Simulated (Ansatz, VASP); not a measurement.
# Cross-check of InGa2N3 between VASP and Ansatz

One calculation is typed for both programs; each brings its own data sets. How far apart do they land? The cell is taken from a series of runs on this material, whose earlier steps may have relaxed, scaled, displaced or heated it; both programs get it as it stands.

Method: plane waves, with VASP 6.6.1 beside it; G0W0 gap at PBE, DFT+U, in Ansatz 0.2.0.

### Step 1. The starting structure

The structure is orthorhombic, space group Cmc2_1 (No. 36). Conventional cell: a = 10.009 Å, b = 5.773 Å, c = 5.390 Å, α = 90.00°, β = 90.00°, γ = 90.00°. Nearest to In lie 4 N at 2.18 to 2.19 Å. Ga has 4 N at 1.97 to 1.98 Å nearest. Nearest to N lie 3 Ga at 1.97 to 1.98 Å and 1 In at 2.18 Å. N has 2 Ga at 1.97 Å and 2 In at 2.18 to 2.19 Å nearest. Farther neighbours and most contacts between anions are not listed.

As a file:

```cif
data_structure
_symmetry_space_group_name_H-M 'P 1'
_symmetry_Int_Tables_number 1
_cell_length_a 5.7771
_cell_length_b 5.7771
_cell_length_c 5.3903
_cell_angle_alpha 90.000
_cell_angle_beta 90.000
_cell_angle_gamma 59.953
_cell_volume 155.73
loop_
_atom_site_label
_atom_site_type_symbol
_atom_site_fract_x
_atom_site_fract_y
_atom_site_fract_z
_atom_site_occupancy
In1 In 0.32527 0.67473 0.98970 1
In2 In 0.67473 0.32527 0.48970 1
Ga3 Ga 0.00709 0.33385 0.99257 1
Ga4 Ga 0.66615 0.99291 0.99257 1
Ga5 Ga 0.99291 0.66615 0.49257 1
Ga6 Ga 0.33385 0.00709 0.49257 1
N7 N 0.02683 0.33368 0.35888 1
N8 N 0.66632 0.97318 0.35888 1
N9 N 0.97318 0.66632 0.85888 1
N10 N 0.33368 0.02683 0.85888 1
N11 N 0.30745 0.69256 0.39539 1
N12 N 0.69256 0.30745 0.89539 1
```

### Step 2. VASP: G0W0 gap, PBE, DFT+U

Quasiparticle shifts depend on high empty states and on the cores, so they are the hardest test of two PAW sets.

Lines of VASP's logs that name or quote its potential files are left out, and so is its time.

The run reads the wave functions of an earlier VASP run, which isn't shown here.

File INCAR:

```
SYSTEM = InGa2N3
PREC = Accurate
ENCUT = 450
ISMEAR = 0
SIGMA = 0.01
LREAL = .FALSE.
GGA = PE
NBANDS = 704
LASPH = .TRUE.
ALGO = EVGW0
NELMGW = 1
ENCUTGW = 150
NOMEGA = 64
PRECFOCK = Fast
NBANDSGW = 64
LWAVE = .FALSE.
LCHARG = .FALSE.
```

File POSCAR:

```
InGa2N3
1.0
    5.0043409607     -2.8865205108      0.0000000000
    5.0043409607      2.8865205108      0.0000000000
    0.0000000000      0.0000000000      5.3903030000
In Ga N
2 4 6
Direct
    0.3252650000      0.6747350000      0.9896960000
    0.6747350000      0.3252650000      0.4896960000
    0.0070880000      0.3338520000      0.9925750000
    0.6661480000      0.9929120000      0.9925750000
    0.9929120000      0.6661480000      0.4925750000
    0.3338520000      0.0070880000      0.4925750000
    0.0268250000      0.3336790000      0.3588830000
    0.6663210000      0.9731750000      0.3588830000
    0.9731750000      0.6663210000      0.8588830000
    0.3336790000      0.0268250000      0.8588830000
    0.3074450000      0.6925550000      0.3953890000
    0.6925550000      0.3074450000      0.8953890000
```

File KPOINTS:

```
Automatic mesh
0
Gamma
3 3 2
0 0 0
```

Potentials, in the order of the species: In_d_GW, Ga_d_GW and N_GW (PBE family, release 64).

Started as:

```bash
$ mpirun -np 8 vasp_std
```

Numbers of over 12 decimals in the logs are rounded to 6 here.

The log of the run:

```text
[banner, memory and clock lines left out]
running    8 mpi-ranks, on    1 nodes
 distrk:  each k-point on    8 cores,    1 groups
 distr:  one band on    1 cores,    8 groups

 POSCAR found type information on POSCAR InGaN
 POSCAR found :  3 types and      12 ions
|                                                                             |
|           W    W    AA    RRRRR   N    N  II  N    N   GGGG   !!!           |
|           W    W   A  A   R    R  NN   N  II  NN   N  G    G  !!!           |
|           W    W  A    A  R    R  N N  N  II  N N  N  G       !!!           |
|           W WW W  AAAAAA  RRRRR   N  N N  II  N  N N  G  GGG   !            |
|           WW  WW  A    A  R   R   N   NN  II  N   NN  G    G                |
|           W    W  A    A  R    R  N    N  II  N    N   GGGG   !!!           |
|                                                                             |
|     For optimal performance we recommend to set                             |
|       NCORE = 2 up to number-of-cores-per-socket                            |
|     NCORE specifies how many cores store one orbital (NPAR=cpu/NCORE).      |
|     This setting can greatly improve the performance of VASP for DFT.       |
|     The default, NCORE=1 might be grossly inefficient on modern             |
|     multi-core architectures or massively parallel machines. Do your        |
|     Unfortunately you need to use the default for GW and RPA                |
|     calculations (for HF NCORE is supported but not extensively tested      |
|     yet).                                                                   |
|                                                                             |

|                                                                             |
|           W    W    AA    RRRRR   N    N  II  N    N   GGGG   !!!           |
|           W    W   A  A   R    R  NN   N  II  NN   N  G    G  !!!           |
|           W    W  A    A  R    R  N N  N  II  N N  N  G       !!!           |
|           W WW W  AAAAAA  RRRRR   N  N N  II  N  N N  G  GGG   !            |
|           WW  WW  A    A  R   R   N   NN  II  N   NN  G    G                |
|           W    W  A    A  R    R  N    N  II  N    N   GGGG   !!!           |
|                                                                             |
|     The default for ENCUTGWSOFT is different in this version of VASP.       |
|     please manually set ENCUTGWSOFT =150 in the INCAR file.                 |
|                                                                             |

 LDA part: xc-table for (Slater+PW92), standard interpolation
 found WAVECAR, reading the header
 POSCAR, INCAR and KPOINTS ok, starting setup
 FFT: planning ... GRIDC
 FFT: planning ... GRID_SOFT
 FFT: planning ... GRID
 reading WAVECAR
 the WAVECAR file was read successfully
 initial charge from wavefunction
 available memory per node:     78.62 GB, setting MAXMEM to     80501

 The Fermi energy was updated, please check that it is located mid-gap
 values below the HOMO (VB) or above the LUMO (CB) will cause erroneous energies
 E-fermi :   5.0944

 calculate exact exchange contribution
 the WAVEDER file was read successfully
energies w=
    0.000    0.000    0.456    0.000    0.911    0.000    1.364    0.000
    1.814    0.000    2.260    0.000    2.701    0.000    3.138    0.000
    3.568    0.000    3.994    0.000    4.413    0.000    4.826    0.000
    5.234    0.000    5.636    0.000    6.034    0.000    6.426    0.000
    6.815    0.000    7.200    0.000    7.582    0.000    7.962    0.000
    8.341    0.000    8.719    0.000    9.097    0.000    9.476    0.000
    9.858    0.000   10.242    0.000   10.630    0.000   11.024    0.000
   11.424    0.000   11.832    0.000   12.249    0.000   12.676    0.000
   13.116    0.000   13.571    0.000   14.041    0.000   14.530    0.000
   15.041    0.000   15.576    0.000   16.139    0.000   16.732    0.000
   17.363    0.000   18.035    0.000   18.754    0.000   19.528    0.000
   20.366    0.000   21.278    0.000   22.277    0.000   23.377    0.000
   24.598    0.000   25.964    0.000   27.506    0.000   29.260    0.000
   31.278    0.000   33.625    0.000   36.394    0.000   39.708    0.000
   43.749    0.000   48.783    0.000   55.224    0.000   63.752    0.000
   75.559    0.000   92.960    0.000  121.100    0.000  174.218    0.000
 responsefunction array rank=     664
 LDA part: xc-table for (Slater+PW92), standard interpolation

 min. memory requirement per mpi rank    785.4 MB, per node   6282.9 MB

 allocating   8 responsefunctions rank=   664
 shmem allocating  64 responsefunctions rank=   664
 response function shared by NCSHMEM nodes    1
 Doing            8  frequencies on each core in blocks of           64
NQ=   1    0.0000    0.0000    0.0000,
|.........|.........|.........|.........|.........|.........|.........|.........
 performed       1984000 updates of chi_q(r,r)
 total number of BLAS operations       6645.82 Gflops
NQ=   2    0.3333    0.0000    0.0000,
|.........|.........|.........|.........|.........|.........|.........|.........
 performed       4869000 updates of chi_q(r,r)
 total number of BLAS operations      16339.28 Gflops
NQ=   3    0.3333    0.3333    0.0000,
|.........|.........|.........|.........|.........|.........|.........|.........
 performed       7394000 updates of chi_q(r,r)
 total number of BLAS operations      24926.95 Gflops
NQ=   4   -0.3333    0.3333    0.0000,
|.........|.........|.........|.........|.........|.........|.........|.........
 performed       9738000 updates of chi_q(r,r)
 total number of BLAS operations      32804.16 Gflops
NQ=   5    0.0000    0.0000    0.5000,
|.........|.........|.........|.........|.........|.........|.........|.........
 performed      11722000 updates of chi_q(r,r)
 total number of BLAS operations      39677.88 Gflops
NQ=   6    0.3333    0.0000    0.5000,
|.........|.........|.........|.........|.........|.........|.........|.........
 performed      14607000 updates of chi_q(r,r)
 total number of BLAS operations      49431.26 Gflops
NQ=   7    0.3333    0.3333    0.5000,
|.........|.........|.........|.........|.........|.........|.........|.........
 performed      17132000 updates of chi_q(r,r)
 total number of BLAS operations      57966.33 Gflops
NQ=   8   -0.3333    0.3333    0.5000,
|.........|.........|.........|.........|.........|.........|.........|.........
 performed      19476000 updates of chi_q(r,r)
 total number of BLAS operations      65843.54 Gflops
 resolving degeneracies of screened two electron integrals

 calculate QP shifts <psi_nk| G(iteration)W_0 |psi_nk>: iteration 1
 entering main loop
```

From OUTCAR (step 2):

```text
ion  position               nearest neighbor table
   1  0.325  0.675  0.990-   9 2.18  10 2.18  12 2.18  11 2.19
   2  0.675  0.325  0.490-   7 2.18   8 2.18  11 2.18  12 2.19
   3  0.007  0.334  0.993-   9 1.97  10 1.97  12 1.97   7 1.98
   4  0.666  0.993  0.993-  10 1.97   9 1.97  12 1.97   8 1.98
   5  0.993  0.666  0.493-   7 1.97   8 1.97  11 1.97   9 1.98
   6  0.334  0.007  0.493-   8 1.97   7 1.97  11 1.97  10 1.98
   7  0.027  0.334  0.359-   5 1.97   6 1.97   3 1.98   2 2.18
   8  0.666  0.973  0.359-   6 1.97   5 1.97   4 1.98   2 2.18
   9  0.973  0.666  0.859-   3 1.97   4 1.97   5 1.98   1 2.18
  10  0.334  0.027  0.859-   4 1.97   3 1.97   6 1.98   1 2.18
  11  0.307  0.693  0.395-   5 1.97   6 1.97   2 2.18   1 2.19
  12  0.693  0.307  0.895-   3 1.97   4 1.97   1 2.18   2 2.19

  LATTYP: Found a base centered orthorhombic cell.
 ALAT       =     5.7730410216
 B/A-ratio  =     1.7336931929
 C/A-ratio  =     0.9337025287

 Subroutine GETGRP returns: Found  4 space group operations
 (whereof  2 operations were pure point group operations)

The static configuration has the point symmetry C_1h.
 The point group associated with its full space group is C_2v.

 Found      8 irreducible k-points:

   k-points           NKPTS =      8   k-points in BZ     NKDIM =     18   number of bands    NBANDS=    704

   dimension x,y,z NGX =    40 NGY =   40 NGZ =   40
   dimension x,y,z NGXF=    80 NGYF=   80 NGZF=   80

   ENCUT  =  450.0 eV  33.07 Ry    5.75 a.u.   9.99  9.99  9.32*2*pi/ulx,y,z

   NELECT =     108.0000    total number of electrons

  energy-cutoff  :      450.00
  volume of cell :      155.73
      direct lattice vectors                 reciprocal lattice vectors
     5.004340961 -2.886520511  0.000000000     0.099913256 -0.173218932  0.000000000
     5.004340961  2.886520511  0.000000000     0.099913256  0.173218932  0.000000000
     0.000000000  0.000000000  5.390303000     0.000000000  0.000000000  0.185518328

 k-points in reciprocal lattice and weights: Automatic mesh
   0.00000000  0.00000000  0.00000000       0.056
   0.33333333  0.00000000  0.00000000       0.222
   0.33333333  0.33333333  0.00000000       0.111
  -0.33333333  0.33333333  0.00000000       0.111
   0.00000000  0.00000000  0.50000000       0.056
   0.33333333  0.00000000  0.50000000       0.222
   0.33333333  0.33333333  0.50000000       0.111
  -0.33333333  0.33333333  0.50000000       0.111

 E-fermi :   5.0944

 QP shifts <psi_nk| G(iteration)W_0 |psi_nk>: iteration 1
 for sc-GW calculations column KS-energies equals QP-energies in previous step
 and V_xc(KS)=  KS-energies - (<T + V_ion + V_H > + <T+V_H+V_ion>^1  + <V_x>^1)
 k-point   1 :       0.0000    0.0000    0.0000
  band No.  KS-energies  QP-energies   sigma(KS)   V_xc(KS)     V^pw_x(r,r')   Z            occupation Imag(sigma)
    ...
     51       3.7496       3.3563     -17.0850     -16.5417     -20.0865       0.7240       2.0000       0.0853
     52       4.5109       4.1825     -17.8809     -17.4272     -20.8412       0.7236       2.0000       0.0856
     53       4.5322       4.3382     -17.7811     -17.5144     -20.6313       0.7273       2.0000       0.0830
     54       4.5322       4.3382     -17.7811     -17.5144     -20.6313       0.7273       2.0000       0.0830
     55       5.6560       6.0000     -12.5961     -13.0495      -9.1839       0.7586       0.0000      -0.0464
     56       8.1607       8.6207     -11.7616     -12.3638      -7.4619       0.7637       0.0000      -0.0458
     57       9.7330      10.0202      -9.5074      -9.8798      -5.1772       0.7714       0.0000      -0.0660
     58       9.8057      10.0796      -9.6598     -10.0159      -5.3063       0.7692       0.0000      -0.0653
    ...

 k-point   2 :       0.3333    0.0000    0.0000
  band No.  KS-energies  QP-energies   sigma(KS)   V_xc(KS)     V^pw_x(r,r')   Z            occupation Imag(sigma)
    ...
     51       3.2988       2.7872     -16.6846     -15.9751     -19.7562       0.7211       2.0000       0.0875
     52       3.5109       3.0751     -16.6782     -16.0740     -19.6522       0.7213       2.0000       0.0871
     53       4.1702       3.8926     -17.4338     -17.0514     -20.3629       0.7261       2.0000       0.0839
     54       4.2070       3.8205     -17.5908     -17.0564     -20.5830       0.7232       2.0000       0.0856
     55       7.5140       7.9901     -13.7161     -14.3559     -10.1810       0.7441       0.0000      -0.0459
     56       9.1294       9.6956     -13.0698     -13.8321      -8.6620       0.7427       0.0000      -0.0473
     57       9.9084      10.5181     -12.3113     -13.1260      -7.8011       0.7484       0.0000      -0.0600
     58      10.1389      10.6411     -11.5535     -12.2217      -7.1069       0.7515       0.0000      -0.0660
    ...

 k-point   3 :       0.3333    0.3333    0.0000
  band No.  KS-energies  QP-energies   sigma(KS)   V_xc(KS)     V^pw_x(r,r')   Z            occupation Imag(sigma)
    ...
     51       3.4136       2.9322     -16.6425     -15.9746     -19.6361       0.7208       2.0000       0.0872
     52       3.4170       2.9765     -16.7006     -16.0899     -19.7459       0.7213       2.0000       0.0881
     53       4.1861       3.9089     -17.4440     -17.0623     -20.3671       0.7261       2.0000       0.0838
     54       4.2193       3.8304     -17.5766     -17.0393     -20.5610       0.7238       2.0000       0.0857
     55       7.4938       7.9638     -13.6503     -14.2809     -10.1083       0.7453       0.0000      -0.0458
     56       9.0870       9.6382     -12.8745     -13.6142      -8.4749       0.7452       0.0000      -0.0463
     57       9.6566      10.2679     -12.8086     -13.6301      -8.3522       0.7441       0.0000      -0.0607
     58      10.1687      10.6479     -11.1794     -11.8133      -6.7638       0.7561       0.0000      -0.0650
    ...

 k-point   4 :      -0.3333    0.3333    0.0000
  band No.  KS-energies  QP-energies   sigma(KS)   V_xc(KS)     V^pw_x(r,r')   Z            occupation Imag(sigma)
    ...
     51       3.5672       3.1108     -17.0832     -16.4524     -20.1700       0.7236       2.0000       0.0860
     52       3.8145       3.4764     -17.2947     -16.8281     -20.3558       0.7244       2.0000       0.0850
     53       3.9931       3.6396     -17.2392     -16.7513     -20.1950       0.7246       2.0000       0.0854
     54       4.0622       3.7046     -17.1929     -16.6990     -20.0942       0.7239       2.0000       0.0856
     55       8.3348       8.8632     -13.3336     -14.0437      -9.2369       0.7441       0.0000      -0.0466
     56       8.7060       9.2170     -12.7637     -13.4465      -8.5243       0.7483       0.0000      -0.0514
     57       9.0419       9.4901     -11.8955     -12.4901      -7.6463       0.7538       0.0000      -0.0616
     58       9.8026      10.2469     -10.9734     -11.5564      -6.4096       0.7621       0.0000      -0.0554
    ...

[... 4 further parts left out ...]
```

[end of part 1 of 2]

[Lines on the potential files, build, host, timing and source positions are cut from VASP's logs without a mark.]

[Logs are printed without paths, hosts, clocks, repeated set-up lines and the standing remarks that a program may print on its own settings, such as how far it seeks lower states.]

[Hosts, paths, dates, database ids (printed as entryN), source tags and the programs' standing remarks are cut or masked in the printed files.]
